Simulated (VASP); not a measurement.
Data:

```yaml
crystal:
  lattice:
    - [4.33552, 0.00000, 0.00000]
    - [0.00000, 4.33552, 0.00000]
    - [0.00000, 0.00000, 4.33552]
  atoms:
    - { symbol: Cs, position: [0.00000, 0.00000, 0.00000] }
    - { symbol: Cl, position: [0.50000, 0.50000, 0.50000] }
```

These are RPBE GGA, VASP's PBE PAW potentials (set 64) (plane waves; VASP) values and carry that method's errors. Numerical set-up: 520 eV cut-off, 6×6×6 Γ-centred mesh, Gaussian smearing of 0.050 eV, potentials Cs_sv Cl.

Unless said otherwise, spin-orbit coupling is left out, though it shifts the bands of the heavy elements here.

Task: What does the run give for the energy per atom (σ→0), band gap (on the k-mesh) with the smallest direct gap where there is one?

Result: 
```yaml
band gap (on the k-mesh): 4.95 eV
smallest direct gap (on the k-mesh): 4.95 eV
energy per atom (σ→0): -3.085 eV/atom
```

Total energies compare only between runs with the same potentials, cut-off and functional.

The compound is CsCl in the CsCl type structure. This cell is one point of a volume scan, at 0.97 of the reference volume.
